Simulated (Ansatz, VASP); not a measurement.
## BaTiO3 (Barioperovskite): VASP beside Ansatz

Aim: how closely do two programs agree when they are given the same cell, functional and k mesh? The cell is taken from a series of runs on this material, whose earlier steps may have relaxed, scaled, displaced or heated it; both programs get it as it stands.

Program: Ansatz 0.2.0. Level of theory: plane waves, with VASP 6.6.1 beside it; dielectric response at LDA. Results are calculated unless marked as measured.

## (1) The structure

The structure is orthorhombic, space group Amm2 (No. 38). Conventional cell: a = 3.986 Å, b = 5.674 Å, c = 5.690 Å, α = 90.00°, β = 90.00°, γ = 90.00°. Nearest to Ba lie 12 O at 2.77 to 2.92 Å. Nearest to Ti lie 6 O at 1.93 to 2.09 Å. Nearest to O lie 2 Ti at 2.00 Å and 4 Ba at 2.77 to 2.92 Å. O has 2 Ti at 1.93 to 2.09 Å and 4 Ba at 2.81 to 2.84 Å nearest. Farther neighbours and most contacts between anions are not listed.

As a file:

```cif
data_structure
_symmetry_space_group_name_H-M 'Amm2'
_symmetry_Int_Tables_number 38
_cell_length_a 3.9855
_cell_length_b 5.6738
_cell_length_c 5.6903
_cell_angle_alpha 90.000
_cell_angle_beta 90.000
_cell_angle_gamma 90.000
_cell_volume 128.67
loop_
_atom_site_label
_atom_site_type_symbol
_atom_site_symmetry_multiplicity
_atom_site_Wyckoff_symbol
_atom_site_fract_x
_atom_site_fract_y
_atom_site_fract_z
_atom_site_occupancy
Ba1 Ba 2 a 0.00000 0.00000 0.00000 1
Ti1 Ti 2 b 0.50000 0.50000 0.01240 1
O1 O 2 a 0.00000 0.50000 0.98740 1
O2 O 4 e 0.50000 0.25670 0.24854 1
```

## (2) VASP: dielectric response, LDA

The response to a field tests empty states and converges slowly with the mesh.

Lines of VASP's logs that name or quote its potential files are left out, and so is its time.

The input, INCAR:

```
SYSTEM = BaTiO3
PREC = Accurate
ENCUT = 520
EDIFF = 1E-08
NELM = 120
ISMEAR = 0
SIGMA = 0.01
LREAL = .FALSE.
ALGO = Normal
GGA = CA
NBANDS = 26
LASPH = .TRUE.
LORBIT = 11
LWAVE = .FALSE.
LCHARG = .FALSE.
ISIF = 2
LEPSILON = .TRUE.
GGA_COMPAT = .FALSE.
EFERMI = MIDGAP
KPAR = 2
```

The input, POSCAR:

```
BaTiO3
1.0
    3.9855000000      0.0000000000      0.0000000000
    0.0000000000      2.8369000000      2.8451500000
    0.0000000000     -2.8369000000      2.8451500000
Ba Ti O
1 1 3
Direct
    0.0000000000      0.0000000000      0.0000000000
    0.5000000000      0.5124000000      0.5124000000
    0.0000000000      0.4874000000      0.4874000000
    0.5000000000      0.5052400000      0.9918400000
    0.5000000000      0.9918400000      0.5052400000
```

The input, KPOINTS:

```
Automatic mesh
0
Gamma
6 6 6
0 0 0
```

The projector-augmented-wave data sets are Ba_sv, Ti_sv and O (LDA family, release 64).

Started as:

```bash
$ mpirun -np 2 vasp_std
```

Numbers of over 12 decimals in the logs are rounded to 6 here.

The program printed:

```text
[banner, memory and clock lines left out]
running    2 mpi-ranks, on    1 nodes
 distrk:  each k-point on    1 cores,    2 groups
 distr:  one band on    1 cores,    1 groups

 POSCAR found type information on POSCAR BaTiO
 POSCAR found :  3 types and       5 ions
 LDA part: xc-table for (Slater(with rela. corr.)+CA(PZ))
 , standard interpolation
 POSCAR, INCAR and KPOINTS ok, starting setup
 FFT: planning ... GRIDC
 FFT: planning ... GRID_SOFT
 FFT: planning ... GRID
 WAVECAR not read
 entering main loop
       N       E                     dE             d eps       ncg     rms          rms(c)
DAV:   1     0.438400286654E+03    0.43840E+03   -0.21156E+04  2704   0.166E+03
DAV:   2    -0.921257557043E+01   -0.44761E+03   -0.43143E+03  3216   0.454E+02
DAV:   3    -0.526244191648E+02   -0.43412E+02   -0.42887E+02  3808   0.139E+02
DAV:   4    -0.546631456988E+02   -0.20387E+01   -0.20358E+01  4012   0.262E+01
DAV:   5    -0.547274679036E+02   -0.64322E-01   -0.64308E-01  3768   0.355E+00    0.226E+01
DAV:   6    -0.444896497440E+02    0.10238E+02   -0.65799E+01  4018   0.710E+01    0.103E+01
DAV:   7    -0.443309848956E+02    0.15866E+00   -0.11818E+01  3610   0.251E+01    0.659E+00
DAV:   8    -0.441090927812E+02    0.22189E+00   -0.92488E-01  3486   0.879E+00    0.293E+00
DAV:   9    -0.441202077186E+02   -0.11115E-01   -0.27463E-01  3814   0.378E+00    0.127E+00
DAV:  10    -0.441022261386E+02    0.17982E-01   -0.95306E-02  3376   0.342E+00    0.378E-01
DAV:  11    -0.441014085514E+02    0.81759E-03   -0.61675E-03  3526   0.513E-01    0.708E-02
DAV:  12    -0.441015189934E+02   -0.11044E-03   -0.78816E-04  3690   0.220E-01    0.952E-02
DAV:  13    -0.441013679786E+02    0.15101E-03   -0.51218E-04  3452   0.246E-01    0.785E-03
DAV:  14    -0.441013694706E+02   -0.14920E-05   -0.17862E-05  3530   0.269E-02    0.561E-03
DAV:  15    -0.441013694458E+02    0.24730E-07   -0.12070E-06  3260   0.970E-03    0.243E-03
DAV:  16    -0.441013693838E+02    0.62058E-07   -0.38760E-07  3518   0.512E-03    0.121E-03
DAV:  17    -0.441013693585E+02    0.25280E-07   -0.19083E-07  3768   0.402E-03    0.609E-04
DAV:  18    -0.441013693544E+02    0.40945E-08   -0.16459E-08  2152   0.126E-03
   1 F= -.44101369E+02 E0= -.44101369E+02  d E =0.000000E+00
 Linear response reoptimize wavefunctions to high precision
DAV:   1    -0.441013693547E+02   -0.26375E-09   -0.48293E-09  2288   0.421E-04
DAV:   2    -0.441013693547E+02   -0.38199E-10   -0.32748E-10  1648   0.141E-04
 Linear response G [H, r] |phi>, progress :
  Direction:   1
       N       E                     dE             d eps       ncg     rms
RMM:   1    -0.138822956143E+03   -0.13882E+03   -0.13627E+03  4166   0.646E+02
RMM:   2    -0.148535219635E+03   -0.97123E+01   -0.10389E+02  4965   0.557E+01
RMM:   3    -0.152440682204E+03   -0.39055E+01   -0.32216E+01  6187   0.178E+01
RMM:   4    -0.153237186277E+03   -0.79650E+00   -0.83123E+00  6560   0.792E+00
RMM:   5    -0.153445264983E+03   -0.20808E+00   -0.27474E+00  6732   0.415E+00
RMM:   6    -0.153566233554E+03   -0.12097E+00   -0.14364E+00  6744   0.238E+00
RMM:   7    -0.153611120124E+03   -0.44887E-01   -0.60235E-01  6785   0.148E+00
RMM:   8    -0.153639871363E+03   -0.28751E-01   -0.35849E-01  6861   0.938E-01
RMM:   9    -0.153650955203E+03   -0.11084E-01   -0.67457E-02  6817   0.639E-01
RMM:  10    -0.153659217625E+03   -0.82624E-02   -0.73731E-02  6768   0.458E-01
RMM:  11    -0.153665493088E+03   -0.62755E-02    0.31327E-02  6670   0.321E-01
RMM:  12    -0.153669406939E+03   -0.39139E-02   -0.26467E-02  6577   0.237E-01
RMM:  13    -0.153670946325E+03   -0.15394E-02    0.51703E-02  6539   0.174E-01
RMM:  14    -0.153672203720E+03   -0.12574E-02    0.48989E-03  6476   0.133E-01
[...]
RMM:  21    -0.153674378657E+03   -0.41260E-04    0.99976E-03  6300   0.352E-02
RMM:  22    -0.153674402584E+03   -0.23927E-04    0.13074E-02  6278   0.322E-02
RMM:  23    -0.153674405013E+03   -0.24287E-05    0.70604E-03  6289   0.299E-02
RMM:  24    -0.153674444206E+03   -0.39193E-04    0.61982E-03  6282   0.283E-02
RMM:  25    -0.153674433115E+03    0.11090E-04    0.36904E-03  6278   0.270E-02
RMM:  26    -0.153674452069E+03   -0.18954E-04    0.17789E-03  6302   0.261E-02
RMM:  27    -0.153674447107E+03    0.49627E-05    0.17418E-03  6280   0.253E-02
RMM:  28    -0.153674462590E+03   -0.15483E-04    0.22959E-04  6312   0.247E-02
 Linear response G [H, r] |phi>, progress :
  Direction:   2
       N       E                     dE             d eps       ncg     rms
[...]
RMM:  26    -0.104314320665E+01   -0.17286E-07    0.12453E-07  4587   0.151E-03
 change of polarisation eV/A/(eV/A) component  2 :     0.059     2.086    -0.525
 dielectric tensor                  component  2 :     0.166     6.868    -1.475
 Linear response to external field (no local field effect), progress :
  Direction:   3
       N       E                     dE             d eps       ncg     rms          rms(c)
RMM:   1    -0.945061103945E+00   -0.94506E+00   -0.36398E+00  4914   0.930E+00
RMM:   2    -0.101788314567E+01   -0.72822E-01   -0.14083E-01  5420   0.205E+00
RMM:   3    -0.102801816510E+01   -0.10135E-01   -0.64656E-02  6424   0.769E-01
RMM:   4    -0.102935971785E+01   -0.13416E-02   -0.17869E-02  6772   0.383E-01
[...]
RMM:   1    -0.954587136783E+00   -0.95459E+00   -0.37109E+00  6551   0.905E+00
RMM:   2    -0.103570086383E+01   -0.81114E-01   -0.14384E-01  6962   0.189E+00    0.134E+00
RMM:   3    -0.101740834130E+01    0.18293E-01   -0.85219E-02  7029   0.135E+00    0.734E-01
RMM:   4    -0.103359640745E+01   -0.16188E-01   -0.53026E-02  7171   0.113E+00    0.171E-01
RMM:   5    -0.104206475214E+01   -0.84683E-02   -0.19375E-02  8077   0.477E-01    0.456E-02
RMM:   6    -0.104305092488E+01   -0.98617E-03   -0.44071E-03  8453   0.219E-01    0.365E-02
RMM:   7    -0.104366461386E+01   -0.61369E-03   -0.25739E-03  8345   0.110E-01    0.289E-02
RMM:   8    -0.104452508630E+01   -0.86047E-03   -0.98459E-04  7760   0.736E-02    0.770E-03
RMM:   9    -0.104448774887E+01    0.37337E-04   -0.74485E-04  8366   0.428E-02    0.255E-03
RMM:  10    -0.104450834610E+01   -0.20597E-04   -0.26939E-04  8598   0.266E-02    0.189E-03
RMM:  11    -0.104457866873E+01   -0.70323E-04   -0.21817E-04  8351   0.180E-02    0.103E-03
RMM:  12    -0.104458807989E+01   -0.94112E-05   -0.12231E-04  8595   0.126E-02    0.712E-04
RMM:  13    -0.104461599180E+01   -0.27912E-04   -0.12062E-04  8267   0.910E-03    0.228E-04
RMM:  14    -0.104463033041E+01   -0.14339E-04   -0.77353E-05  8533   0.682E-03    0.248E-04
[...]
RMM:  19    -0.104465321759E+01   -0.15539E-05   -0.31413E-05  7643   0.244E-03    0.407E-04
RMM:  20    -0.104465337145E+01   -0.15385E-06   -0.21083E-05  6810   0.215E-03    0.504E-04
RMM:  21    -0.104465902721E+01   -0.56558E-05   -0.18277E-05  7555   0.203E-03    0.340E-04
RMM:  22    -0.104465637579E+01    0.26514E-05   -0.12911E-05  7325   0.183E-03    0.498E-04
RMM:  23    -0.104465999427E+01   -0.36185E-05   -0.10517E-05  7348   0.172E-03    0.382E-04
RMM:  24    -0.104466113308E+01   -0.11388E-05   -0.78550E-06  6735   0.160E-03    0.373E-04
RMM:  25    -0.104466131955E+01   -0.18647E-06   -0.64676E-06  5782   0.153E-03    0.367E-04
RMM:  26    -0.104466136670E+01   -0.47149E-07   -0.44905E-06  5575   0.148E-03    0.381E-04
 change of polarisation eV/A/(eV/A) component  1 :     2.010     0.057    -0.001
 dielectric tensor                  component  1 :     6.655     0.161    -0.002
 Linear response to external field, progress :
  Direction:   2
       N       E                     dE             d eps       ncg     rms          rms(c)
RMM:   1    -0.957180936355E+00   -0.95718E+00   -0.37369E+00  7445   0.928E+00
RMM:   2    -0.102958004176E+01   -0.72399E-01   -0.14148E-01  8301   0.204E+00    0.155E+00
RMM:   3    -0.997899398180E+00    0.31681E-01   -0.18651E-01  8277   0.215E+00    0.878E-01
RMM:   4    -0.998017802552E+00   -0.11840E-03   -0.41444E-02  8674   0.113E+00    0.463E-01
RMM:   5    -0.101547102866E+01   -0.17453E-01   -0.22735E-02  8847   0.747E-01    0.119E-01
RMM:   6    -0.102111309564E+01   -0.56421E-02   -0.89674E-03  9909   0.361E-01    0.503E-02
RMM:   7    -0.102263714513E+01   -0.15240E-02   -0.38349E-03  9955   0.190E-01    0.194E-02
RMM:   8    -0.102336324437E+01   -0.72610E-03   -0.30800E-03 10020   0.110E-01    0.675E-03
RMM:   9    -0.102339464438E+01   -0.31400E-04   -0.87928E-04 10196   0.646E-02    0.484E-03
RMM:  10    -0.102356451661E+01   -0.16987E-03   -0.13316E-03 10290   0.402E-02    0.479E-03
RMM:  11    -0.102349439888E+01    0.70118E-04   -0.38371E-04 10039   0.271E-02    0.920E-03
RMM:  12    -0.102369442679E+01   -0.20003E-03   -0.41532E-04  8945   0.217E-02    0.321E-03
RMM:  13    -0.102369677246E+01   -0.23457E-05   -0.13929E-04 10281   0.139E-02    0.401E-03
RMM:  14    -0.102375267816E+01   -0.55906E-04   -0.11525E-04  9644   0.103E-02    0.323E-03
RMM:  15    -0.102381542243E+01   -0.62744E-04   -0.16602E-06  8872   0.873E-03    0.127E-03
RMM:  16    -0.102383322718E+01   -0.17805E-04   -0.18992E-05 10063   0.615E-03    0.132E-03
RMM:  17    -0.102384254230E+01   -0.93151E-05    0.16422E-05  9614   0.487E-03    0.121E-03
RMM:  18    -0.102385861163E+01   -0.16069E-04   -0.10156E-05 10103   0.390E-03    0.135E-03
 change of polarisation eV/A/(eV/A) component  2 :     0.057     1.967    -0.000
 dielectric tensor                  component  2 :     0.160     6.533    -0.000
 Linear response to external field, progress :
  Direction:   3
       N       E                     dE             d eps       ncg     rms          rms(c)
RMM:   1    -0.945061103945E+00   -0.94506E+00   -0.36398E+00  4914   0.930E+00
RMM:   2    -0.101789827552E+01   -0.72837E-01   -0.14098E-01  5423   0.205E+00    0.168E+00
RMM:   3    -0.987319633579E+00    0.30579E-01   -0.19521E-01  4888   0.273E+00    0.121E+00
RMM:   4    -0.975044572952E+00    0.12275E-01   -0.43043E-02  5154   0.154E+00    0.546E-01
RMM:   5    -0.989810998548E+00   -0.14766E-01   -0.34230E-02  5622   0.961E-01    0.214E-01
RMM:   6    -0.996395120515E+00   -0.65841E-02   -0.16479E-02  6417   0.485E-01    0.104E-01
RMM:   7    -0.100057073240E+01   -0.41756E-02   -0.56655E-03  5963   0.280E-01    0.353E-02
RMM:   8    -0.100107854343E+01   -0.50781E-03   -0.36280E-03  6343   0.159E-01    0.195E-02
RMM:   9    -0.100165934334E+01   -0.58080E-03   -0.15857E-03  6545   0.894E-02    0.821E-03
RMM:  10    -0.100188845209E+01   -0.22911E-03   -0.13391E-03  6530   0.535E-02    0.463E-03
RMM:  11    -0.100193086189E+01   -0.42410E-04   -0.76433E-04  6393   0.343E-02    0.274E-03
RMM:  12    -0.100203090113E+01   -0.10004E-03   -0.62708E-04  6630   0.223E-02    0.173E-03
RMM:  13    -0.100207214504E+01   -0.41244E-04   -0.47077E-04  6650   0.153E-02    0.156E-03
RMM:  14    -0.100216328933E+01   -0.91144E-04   -0.35167E-04  5895   0.120E-02    0.966E-04
RMM:  15    -0.100214048391E+01    0.22805E-04   -0.29596E-04  6349   0.875E-03    0.714E-04
RMM:  16    -0.100215874274E+01   -0.18259E-04   -0.21870E-04  6843   0.649E-03    0.948E-04
RMM:  17    -0.100215412864E+01    0.46141E-05   -0.21140E-04  6200   0.510E-03    0.160E-03
RMM:  18    -0.100218011682E+01   -0.25988E-04   -0.16346E-04  5879   0.431E-03    0.114E-03
RMM:  19    -0.100219383209E+01   -0.13715E-04   -0.18241E-04  6083   0.356E-03    0.909E-04
RMM:  20    -0.100220222986E+01   -0.83978E-05   -0.14869E-04  6338   0.294E-03    0.871E-04
RMM:  21    -0.100220633037E+01   -0.41005E-05   -0.17414E-04  5683   0.260E-03    0.959E-04
RMM:  22    -0.100221204358E+01   -0.57132E-05   -0.14658E-04  5650   0.240E-03    0.937E-04
 change of polarisation eV/A/(eV/A) component  3 :    -0.222    -0.508     1.926
 dielectric tensor                  component  3 :    -0.625    -1.429     6.417
 Born effective charges drift removed
```

From OUTCAR (step 2):

```text
ion  position               nearest neighbor table
   1  0.000  0.000  0.000-   3 2.77   4 2.81   5 2.81   4 2.81   5 2.81   3 2.84   3 2.84   4 2.84
                             5 2.84   5 2.84   4 2.84   3 2.92   2 3.42   2 3.42   2 3.47   2 3.47
   2  0.500  0.512  0.512-   4 1.93   5 1.93   3 2.00   3 2.00   5 2.09   4 2.09   1 3.42   1 3.42
                             1 3.47   1 3.47   1 3.47   1 3.47   1 3.53   1 3.53
   3  0.000  0.487  0.487-   2 2.00   2 2.00   1 2.77   1 2.84   1 2.84   1 2.92
   4  0.500  0.505  0.992-   2 1.93   2 2.09   1 2.81   1 2.81   1 2.84   1 2.84
   5  0.500  0.992  0.505-   2 1.93   2 2.09   1 2.81   1 2.81   1 2.84   1 2.84

  LATTYP: Found a base centered orthorhombic cell.
 ALAT       =     5.6738000000
 B/A-ratio  =     1.0029081039
 C/A-ratio  =     0.7024392823

 Subroutine GETGRP returns: Found  4 space group operations
 (whereof  4 operations were pure point group operations)

The static configuration has the point symmetry C_2v.

 Found     52 irreducible k-points:

   k-points           NKPTS =     52   k-points in BZ     NKDIM =     52   number of bands    NBANDS=     26

   dimension x,y,z NGX =    30 NGY =   30 NGZ =   30
   dimension x,y,z NGXF=    60 NGYF=   60 NGZF=   60

   ENCUT  =  520.0 eV  38.22 Ry    6.18 a.u.   7.41  7.47  7.47*2*pi/ulx,y,z

   NELECT =      40.0000    total number of electrons

 k-points in reciprocal lattice and weights: Automatic mesh
   0.00000000  0.00000000  0.00000000       0.005
   0.16666667  0.00000000  0.00000000       0.009
   0.33333333  0.00000000  0.00000000       0.009
   0.50000000  0.00000000  0.00000000       0.005
   0.00000000  0.16666667  0.00000000       0.019
   0.16666667  0.16666667  0.00000000       0.037
   0.33333333  0.16666667  0.00000000       0.037
   0.50000000  0.16666667  0.00000000       0.019
   0.00000000  0.33333333  0.00000000       0.019
[...]
0.33333333  0.50000000  0.50000000       0.009
   0.50000000  0.50000000  0.50000000       0.005

 average (electrostatic) potential at core
       1 -32.2494       2 -77.0909       3 -70.8700       4 -70.8971       5 -70.8971

  Total       -2.6137810     -2.5390796     -2.7936369      0.0000000      0.0000000      0.0000000
  in kB      -65.0905257    -63.2302483    -69.5694440      0.0000000      0.0000000      0.0000000
  external PRESSURE =     -65.9634060 kB  Pullay stress =       0.0000000 kB

  energy-cutoff  :      520.00
  volume of cell :       64.34
      direct lattice vectors                 reciprocal lattice vectors
     3.985500000  0.000000000  0.000000000     0.250909547  0.000000000  0.000000000
     0.000000000  2.836900000  2.845150000     0.000000000  0.176248722  0.175737659
     0.000000000 -2.836900000  2.845150000     0.000000000 -0.176248722  0.175737659

 POSITION                                       TOTAL-FORCE (eV/Angst)
 -----------------------------------------------------------------------------------
      0.00000      0.00000      0.00000         0.000000      0.000000      0.161618
      1.99275      0.00000      2.91571         0.000000      0.000000      0.198460
      0.00000      0.00000      2.77345         0.000000      0.000000      0.229049
      1.99275     -1.38044      4.25942         0.000000      0.036352     -0.294563
      1.99275      1.38044      4.25942         0.000000     -0.036352     -0.294563
 -----------------------------------------------------------------------------------
    total drift:                                0.000000      0.000000      0.000636

 MACROSCOPIC STATIC DIELECTRIC TENSOR (including local field effects in DFT)
 ------------------------------------------------------
           6.654611     0.000000     0.000000
           0.000000     6.532751     0.000000
           0.000000     0.000000     6.417254
 ------------------------------------------------------

 PIEZOELECTRIC TENSOR (including local field effects)  for field in x, y, z        (C/m^2)
          XX          YY          ZZ          XY          YZ          ZX
  --------------------------------------------------------------------------------
  x     0.00000     0.00000     0.00000     0.00000     0.00000     0.10753
  y     0.00000     0.00000     0.00000     0.00000    -0.01982     0.00000
  z     0.18001     0.11527     0.07842     0.00000     0.00000     0.00000

 BORN EFFECTIVE CHARGES (including local field effects) (in |e|, cummulative output)
 ---------------------------------------------------------------------------------
 ion    1
    1     2.72259     0.00000     0.00000
    2     0.00000     2.74033     0.00000
    3     0.00000     0.00000     2.75089
 ion    2
    1     7.22595     0.00000     0.00000
    2     0.00000     6.96993     0.00000
    3     0.00000     0.00000     6.73915
 ion    3
    1    -5.74705     0.00000     0.00000
    2     0.00000    -2.05777     0.00000
    3     0.00000     0.00000    -2.05778
 ion    4
    1    -2.10075     0.00000     0.00000
    2     0.00000    -3.82625     1.74151
    3     0.00000     1.64587    -3.71613
 ion    5
    1    -2.10075     0.00000     0.00000
    2     0.00000    -3.82625    -1.74151
    3     0.00000    -1.64587    -3.71613
```

This run has no spin polarisation, so a moment on Ti, if there is one, isn't seen. The dielectric response converges more slowly with the mesh than energies do, so tensor and charges may still move on a finer one. Harder data sets than Ba_sv exist (the GW ones), and pressures, volumes and forces can shift noticeably with them.

(Continued in part 2 of 2.)

[Lines on the potential files, build, host, timing and source positions are cut from VASP's logs without a mark.]

[Logs are printed without paths, hosts, clocks, repeated set-up lines and the standing remarks that a program may print on its own settings, such as how far it seeks lower states.]

[Hosts, paths, dates, database ids (printed as entryN), source tags and the programs' standing remarks are cut or masked in the printed files.]
